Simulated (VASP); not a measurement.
# Tl: transverse stress against strain

Tl (hcp, P6_3/mmc, 31.353 Å³/atom and stress up to 0.09 GPa in the relaxed cell, c along z) under an equal strain ε along x and y, with z held. PBE in VASP (plane waves, PAW), 480 eV, 18×18×8 Γ-centred mesh, Methfessel-Paxton smearing 0.10 eV; ions are relaxed, or left where forces stay under 0.02 eV/Å, within the symmetry of each cell. Against the start cell, which lies near the measured one, the relaxed cell differs by 9.6 % in volume and 2.2 % in c; the values below rest on it. Stress is positive for a compressed cell.

Here s stands for strain and y for stress zz.

| strain (%) | stress zz (GPa) |
|---|---|
| -1.50 | 0.71 |
| -1.00 | 0.45 |
| -0.50 | 0.17 |
| 0.00 | -0.09 |
| 0.50 | -0.33 |
| 1.00 | -0.53 |
| 1.50 | -0.71 |
| 3.00 | ? |

Taking a straight line for y over the 7 complete rows: Means: s 0, y -0.047. About the means, the sum of products is -3.3600 and the sum of squares of s is 7.0000; the slope is their ratio. Least squares gives y = -0.047 - 0.4800·s. Residuals (row less fit): 0.037, 0.017, -0.023, -0.043, -0.043, -0.003, 0.057; standard error 0.043 (degrees of freedom: 5). The slope gives the elastic constant 2C13 = about 48 GPa.

Question: Predict the withheld y at s = 3.00 from the fit, and compare with the calculation.

Answer: y = -0.047 - 0.4800 × 3.0 = -1.487 GPa. The calculation gives -1.18 GPa, 0.307 GPa above the prediction (16.2 % of the range of y in the table). The row lies outside the fitted rows, so this is an extrapolation. From the scatter of the fitted rows alone, a prediction at this place has a standard error of 0.067 GPa, so the miss is 4.6 times that.

A polynomial of degree 2 through the 12 other runs of the series gives -1.19 there, so most of the miss is curvature that the fit leaves out. In a metal these values are sensitive to mesh and smearing; energies are taken to zero smearing, stresses follow the free energy. Spin-orbit coupling is left out, which can shift these values for the heavy elements here. Rows are the converged runs of the series near zero and its far end, less any whose ions stayed unrelaxed beside relaxed ones; series whose fitted rows scatter by over a few per cent of the range, as at a crossing or softening among them, aren't shown in this form. Most that stay on the fit to the last digits aren't either.
